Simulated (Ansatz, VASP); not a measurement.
# Cross-check of H5C2NO (liquid N-methylformamide at 298 K) between VASP and Ansatz, part 3 of 3

Aim: how closely do two programs agree when they are given the same cell, functional and k mesh? Of the first pair: The cell is taken from a series of runs on this material, whose earlier steps may have relaxed, scaled, displaced or heated it; both programs get it as it stands.

VASP 6.6.1 and Ansatz 0.2.0.

So far. Step 6 (VASP: single point, PBE with D4, pair 2): The run ends at a pressure of -0.13 GPa, with forces up to 0.39 eV/Å.

## 8. Ansatz: relaxation, PBE with D4

Level of this step: Ansatz beside VASP: Kohn-Sham DFT, plane waves, PBE with D4 (Ansatz).

This run makes the geometry at which the two programs are then compared.

The structure compared here is the end of the Ansatz relaxation.

Input file input.yaml:

```yaml
crystal:
  lattice:
    - [10.8355, 0.0, 0.0]
    - [0.0, 10.8355, 0.0]
    - [0.0, 0.0, 10.8355]
  atoms:
    - { symbol: C, position: [0.61078, 0.53148, 0.16609] }
    - { symbol: "N", position: [0.66564, 0.43474, 0.23535] }
    - { symbol: C, position: [0.78469, 0.45053, 0.2716] }
    - { symbol: O, position: [0.84092, 0.54576, 0.2484] }
    - { symbol: H, position: [0.62083, 0.61367, 0.21652] }
    - { symbol: H, position: [0.50996, 0.5132, 0.14807] }
    - { symbol: H, position: [0.65378, 0.54111, 0.07772] }
    - { symbol: H, position: [0.62082, 0.35049, 0.23109] }
    - { symbol: H, position: [0.82206, 0.36504, 0.31921] }
    - { symbol: C, position: [0.02964, 0.61453, 0.9331] }
    - { symbol: "N", position: [0.97975, 0.66422, 0.04551] }
    - { symbol: C, position: [0.9972, 0.78407, 0.06353] }
    - { symbol: O, position: [0.06125, 0.85331, 0.00182] }
    - { symbol: H, position: [0.124, 0.64166, 0.91699] }
    - { symbol: H, position: [0.97158, 0.64914, 0.8542] }
    - { symbol: H, position: [0.02282, 0.5097, 0.93647] }
    - { symbol: H, position: [0.9202, 0.62666, 0.10404] }
    - { symbol: H, position: [0.94693, 0.82141, 0.14349] }
    - { symbol: C, position: [0.82222, 0.98282, 0.37368] }
    - { symbol: "N", position: [0.72557, 0.06441, 0.42665] }
    - { symbol: C, position: [0.60431, 0.05196, 0.40531] }
    - { symbol: O, position: [0.55713, 0.9564, 0.37607] }
    - { symbol: H, position: [0.90198, 0.97141, 0.44214] }
    - { symbol: H, position: [0.86685, 0.0201, 0.28557] }
    - { symbol: H, position: [0.78528, 0.89165, 0.34621] }
    - { symbol: H, position: [0.75808, 0.14874, 0.45847] }
    - { symbol: H, position: [0.56755, 0.14657, 0.43338] }
    - { symbol: C, position: [0.03475, 0.17609, 0.84132] }
    - { symbol: "N", position: [0.00952, 0.0852, 0.93244] }
    - { symbol: C, position: [0.90873, 0.09857, 0.01283] }
    - { symbol: O, position: [0.83736, 0.18194, 0.01648] }
    - { symbol: H, position: [0.95982, 0.1872, 0.78224] }
    - { symbol: H, position: [0.11503, 0.15052, 0.7867] }
    - { symbol: H, position: [0.05051, 0.26138, 0.88744] }
    - { symbol: H, position: [0.05883, 0.00877, 0.94428] }
    - { symbol: H, position: [0.89319, 0.01974, 0.07167] }
    - { symbol: C, position: [0.64873, 0.63584, 0.49405] }
    - { symbol: "N", position: [0.54243, 0.7042, 0.45385] }
    - { symbol: C, position: [0.42956, 0.65884, 0.47042] }
    - { symbol: O, position: [0.41014, 0.55681, 0.51546] }
    - { symbol: H, position: [0.66797, 0.66114, 0.59068] }
    - { symbol: H, position: [0.72261, 0.65603, 0.42617] }
    - { symbol: H, position: [0.62497, 0.53743, 0.48192] }
    - { symbol: H, position: [0.55235, 0.79173, 0.4273] }
    - { symbol: H, position: [0.35896, 0.71918, 0.42976] }
    - { symbol: C, position: [0.02126, 0.67069, 0.4056] }
    - { symbol: "N", position: [0.08593, 0.75137, 0.49098] }
    - { symbol: C, position: [0.11224, 0.71841, 0.60432] }
    - { symbol: O, position: [0.0964, 0.61195, 0.64723] }
    - { symbol: H, position: [0.92414, 0.67178, 0.4371] }
    - { symbol: H, position: [0.06413, 0.57606, 0.39778] }
    - { symbol: H, position: [0.03396, 0.71645, 0.31167] }
    - { symbol: H, position: [0.10892, 0.84007, 0.461] }
    - { symbol: H, position: [0.13476, 0.79927, 0.6619] }
    - { symbol: C, position: [0.41009, 0.53042, 0.87755] }
    - { symbol: "N", position: [0.34506, 0.49462, 0.76717] }
    - { symbol: C, position: [0.28666, 0.38744, 0.77177] }
    - { symbol: O, position: [0.27445, 0.32274, 0.86039] }
    - { symbol: H, position: [0.34654, 0.5299, 0.95908] }
    - { symbol: H, position: [0.45789, 0.62288, 0.8634] }
    - { symbol: H, position: [0.48227, 0.46293, 0.89745] }
    - { symbol: H, position: [0.36276, 0.5395, 0.68661] }
    - { symbol: H, position: [0.25126, 0.36474, 0.68009] }
    - { symbol: C, position: [0.65394, 0.28981, 0.73744] }
    - { symbol: "N", position: [0.71929, 0.30838, 0.85087] }
    - { symbol: C, position: [0.76035, 0.42001, 0.88824] }
    - { symbol: O, position: [0.74056, 0.5205, 0.83798] }
    - { symbol: H, position: [0.55462, 0.26517, 0.75558] }
    - { symbol: H, position: [0.69683, 0.20942, 0.68933] }
    - { symbol: H, position: [0.66492, 0.36638, 0.67779] }
    - { symbol: H, position: [0.73096, 0.23334, 0.90726] }
    - { symbol: H, position: [0.8209, 0.40469, 0.96477] }
    - { symbol: C, position: [0.81472, 0.89045, 0.7471] }
    - { symbol: "N", position: [0.76308, 0.79686, 0.82664] }
    - { symbol: C, position: [0.68628, 0.81706, 0.92066] }
    - { symbol: O, position: [0.6398, 0.91245, 0.94989] }
    - { symbol: H, position: [0.76598, 0.88678, 0.65915] }
    - { symbol: H, position: [0.91194, 0.87034, 0.72532] }
    - { symbol: H, position: [0.80993, 0.98502, 0.7726] }
    - { symbol: H, position: [0.78159, 0.70423, 0.81751] }
    - { symbol: H, position: [0.66401, 0.73324, 0.97148] }
    - { symbol: C, position: [0.25958, 0.8776, 0.2124] }
    - { symbol: "N", position: [0.31977, 0.94425, 0.30976] }
    - { symbol: C, position: [0.24862, 0.00438, 0.39904] }
    - { symbol: O, position: [0.13907, 0.98268, 0.41603] }
    - { symbol: H, position: [0.20202, 0.8041, 0.24621] }
    - { symbol: H, position: [0.3195, 0.85023, 0.13805] }
    - { symbol: H, position: [0.19176, 0.94009, 0.17173] }
    - { symbol: H, position: [0.41659, 0.95651, 0.30192] }
    - { symbol: H, position: [0.30634, 0.05779, 0.46673] }
    - { symbol: C, position: [0.32077, 0.31994, 0.20729] }
    - { symbol: "N", position: [0.37791, 0.27958, 0.08839] }
    - { symbol: C, position: [0.49665, 0.23281, 0.07225] }
    - { symbol: O, position: [0.57056, 0.21358, 0.15197] }
    - { symbol: H, position: [0.25571, 0.40091, 0.18771] }
    - { symbol: H, position: [0.40383, 0.33914, 0.27104] }
    - { symbol: H, position: [0.27298, 0.23451, 0.23554] }
    - { symbol: H, position: [0.32556, 0.28727, 0.00702] }
    - { symbol: H, position: [0.51125, 0.20485, 0.97274] }
    - { symbol: C, position: [0.07517, 0.31625, 0.45298] }
    - { symbol: "N", position: [0.0183, 0.38814, 0.54453] }
    - { symbol: C, position: [0.90179, 0.36426, 0.57812] }
    - { symbol: O, position: [0.8351, 0.28718, 0.53451] }
    - { symbol: H, position: [0.05948, 0.35016, 0.35628] }
    - { symbol: H, position: [0.0428, 0.22167, 0.45566] }
    - { symbol: H, position: [0.16928, 0.32752, 0.4715] }
    - { symbol: H, position: [0.06347, 0.46248, 0.58495] }
    - { symbol: H, position: [0.86503, 0.43666, 0.64457] }
    - { symbol: C, position: [0.30836, 0.93266, 0.85281] }
    - { symbol: "N", position: [0.42724, 0.93982, 0.80199] }
    - { symbol: C, position: [0.45735, 0.93146, 0.67853] }
    - { symbol: O, position: [0.38893, 0.89147, 0.59598] }
    - { symbol: H, position: [0.28651, 0.84283, 0.89921] }
    - { symbol: H, position: [0.24091, 0.94392, 0.78046] }
    - { symbol: H, position: [0.29753, 0.0124, 0.92255] }
    - { symbol: H, position: [0.50265, 0.933, 0.8574] }
    - { symbol: H, position: [0.55458, 0.9356, 0.66109] }
kpoints:
  mp_grid: { grid: [1, 1, 1] }
hamiltonian:
  xc: pbe
  dispersion: d4
scf:
  occupations: { method: fermi_dirac, width: 0.05 }
output:
  forces: true
relax:
  f_tol: 0.03
  max_steps: 200
```

The run is started by

```bash
> ansatz run input.yaml --threads 4 --pin off --max-ram 8192MiB --backend cpu --events-out ev --progress --plain --runs-dir out
```

Numbers of over 12 decimals in the logs are rounded to 6 here.

Output:

```text
[...]
Crystal: 117 atoms, lattice volume = 1272.175 Å³
Basis set: ecut = 420 eV, 24837 PW (Γ), exchange–correlation on 150×150×150 points (8 copies of the dense FFT grid, shifted against one another)
Bands: 273, of which v1, the nominal top of the filled ones, is band 156 counted from 1 (155 counted from 0)
Symmetry: 1 space group operations
[...]
k-points: 1
[...]
- { symbol: C, position: [0.870034, 0.365839, 0.562576] }
    - { symbol: O, position: [0.806557, 0.279939, 0.520575] }
[...]
- { symbol: C, position: [0.306670, 1.014910, 0.860535] }
    - { symbol: N, position: [0.375788, 1.012441, 0.745486] }
    - { symbol: C, position: [0.322044, 0.999398, 0.635511] }
    - { symbol: O, position: [0.208512, 0.992131, 0.617329] }
[...]
- { symbol: H, position: [0.256297, 1.102158, 0.871098] }
    - { symbol: H, position: [0.372199, 0.00623118, 0.937021] }
    - { symbol: H, position: [0.471573, 1.013320, 0.749784] }
    - { symbol: H, position: [0.389437, 0.994506, 0.558513] }
```

## 9. VASP: single point, PBE with D4, pair 3

The same cell, functional, mesh and smearing now go to VASP, with its own data sets.

Input file INCAR:

```
SYSTEM = H5C2NO
PREC = Accurate
ENCUT = 520
EDIFF = 1E-06
NELM = 120
ISMEAR = -1
SIGMA = 0.05
LREAL = Auto
ALGO = Normal
GGA = PE
IVDW = 13
NBANDS = 240
LORBIT = 11
LWAVE = .FALSE.
LCHARG = .FALSE.
ISIF = 2
LASPH = .TRUE.
GGA_COMPAT = .FALSE.
EFERMI = MIDGAP
NCORE = 4
```

Input file POSCAR:

```
H5C2NO
1.0
   10.8355000000      0.0000000000      0.0000000000
    0.0000000000     10.8355000000      0.0000000000
    0.0000000000      0.0000000000     10.8355000000
C N O H
26 13 13 65
Direct
    0.5879400000      0.5254300000      0.1900200000
    0.7957800000      0.4508900000      0.2420100000
    0.0991400000      0.5666200000      0.0060300000
    0.0077900000      0.7703100000      0.0445400000
    0.8233500000      0.9472800000      0.3742100000
    0.6257400000      0.0432500000      0.4269200000
    0.9860200000      0.1338000000      0.8231300000
    0.9789300000      0.1438800000      0.0497700000
    0.6399800000      0.6102900000      0.5012200000
    0.4221300000      0.6643600000      0.4683600000
    0.0869600000      0.6934700000      0.4381200000
    0.1130100000      0.6937900000      0.6632800000
    0.3962300000      0.5441300000      0.8252300000
    0.2857000000      0.3584500000      0.7561600000
    0.6746100000      0.2913600000      0.8311400000
    0.7777900000      0.4848400000      0.8840500000
    0.8487600000      0.8450200000      0.7162100000
    0.6388900000      0.8715600000      0.7951000000
    0.3319800000      0.8396800000      0.1745100000
    0.2253600000      0.9909600000      0.3051000000
    0.2725600000      0.3249900000      0.2081300000
    0.4566500000      0.2330100000      0.1135300000
    0.0662700000      0.2941400000      0.4769500000
    0.8700300000      0.3658400000      0.5625800000
    0.3066700000      0.0149100000      0.8605400000
    0.3220400000      0.9994000000      0.6355100000
    0.6758400000      0.4294800000      0.2215300000
    0.0165700000      0.6502700000      0.0709900000
    0.7482000000      0.0484400000      0.4198500000
    0.0012700000      0.0813800000      0.9457900000
[... 81 atom lines left out ...]
    0.8279100000      0.4405100000      0.6182900000
    0.2407400000      0.9381900000      0.8649000000
    0.2563000000      0.1021600000      0.8711000000
    0.3722000000      0.0062300000      0.9370200000
    0.4715700000      0.0133200000      0.7497800000
    0.3894400000      0.9945100000      0.5585100000
```

Input file KPOINTS:

```
Automatic mesh
0
Gamma
1 1 1
0 0 0
```

Potentials, in the order of the species: C, N, O and H (PBE family, release 64).

The run is started by

```bash
> mpirun -np 16 vasp_gam
```

Output:

```text
[... set-up lines as in an earlier step ...]
 entering main loop
       N       E                     dE             d eps       ncg     rms          rms(c)
DAV:   1     0.243210627954E+04    0.24321E+04   -0.16207E+05   480   0.120E+03
DAV:   2    -0.433153392006E+03   -0.28653E+04   -0.27089E+04   600   0.293E+02
DAV:   3    -0.726240250940E+03   -0.29309E+03   -0.29033E+03   592   0.977E+01
DAV:   4    -0.733035325925E+03   -0.67951E+01   -0.67697E+01   600   0.168E+01
[...]
DAV:  17    -0.676642126448E+03    0.37551E-05   -0.13143E-05   576   0.979E-03    0.545E-03
DAV:  18    -0.676642124909E+03    0.15386E-05   -0.16820E-06   448   0.602E-03    0.250E-03
DAV:  19    -0.676642124189E+03    0.72031E-06   -0.13833E-06   408   0.412E-03
   1 F= -.68168891E+03 E0= -.68168891E+03  d E =-.132116E-19
```

OUTCAR, selected parts (step 9):

```text
  FREE ENERGIE OF THE ION-ELECTRON SYSTEM (eV)
  ---------------------------------------------------
  free  energy   TOTEN  =      -681.6889062493 eV

  energy  without entropy=     -681.6889062493  energy(sigma->0) =     -681.68890625
```

The run ends at a pressure of -0.08 GPa, with forces up to 0.41 eV/Å.

## 10. Differences

What differs besides the data sets and the points named for the pairs above, as far as they apply: the cutoff is 420 eV in Ansatz and 520 eV in VASP (PREC = Accurate, projectors in real space). Total energies have different zeros and are not compared.

The two programs side by side:

```csv
quantity,Ansatz,VASP,difference
gap on the k mesh (eV),4.803,4.797,+0.005
```

Forces on 7 of the 117 atoms, those with the largest forces and the largest differences (eV/Å; atoms numbered as in POSCAR):

```csv
atom,"Ansatz x, y, z","VASP x, y, z"
O41,"0.000, 0.001, 0.001","0.200, 0.196, -0.274"
O44,"0.000, 0.003, -0.001","-0.152, -0.352, 0.076"
O45,"0.001, 0.000, -0.002","-0.117, -0.371, 0.050"
O46,"0.002, 0.001, 0.000","-0.096, -0.132, 0.348"
O48,"-0.001, 0.005, -0.002","-0.045, 0.372, -0.087"
O49,"0.004, -0.001, 0.004","-0.376, -0.069, -0.141"
O50,"-0.004, 0.001, -0.003","0.208, -0.056, 0.337"
```

The forces differ by 102 meV/Å r.m.s., where the r.m.s. force is 0.003 eV/Å in Ansatz and 0.101 eV/Å in VASP: the atoms lie near their places of rest in Ansatz, so a percentage would say little (all taken over all components). A gap on the mesh is an upper bound, since the band edges may lie between its points.

## 11. Outcome

- r.m.s. force difference (single point, PBE with D4, pair 1): 12 % of the r.m.s. force
- r.m.s. force difference (single point, PBE with D4, pair 2): 99 meV/Å
- r.m.s. force difference (single point, PBE with D4, pair 3): 102 meV/Å

What this shows: The r.m.s. force difference is 102 meV/Å (single point, PBE with D4, pair 3), beyond the 12 meV/Å picked in this series as the mark of a large difference. What causes the difference of the single point, PBE with D4, pair 1 pair stays open here. What causes the difference of the single point, PBE with D4, pair 2 pair stays open here. What causes the difference of the single point, PBE with D4, pair 3 pair stays open here. 1 further run of this series is not shown here. Such differences can come from data sets, numerical settings and the points named under the comparisons, not from the functional's error against experiment.

[Lines on the potential files, build, host, timing and source positions are cut from VASP's logs without a mark.]

[Logs are printed without paths, hosts, clocks, repeated set-up lines and the standing remarks that a program may print on its own settings, such as how far it seeks lower states.]

[Hosts, paths, dates, database ids (printed as entryN), source tags and the programs' standing remarks are cut or masked in the printed files.]
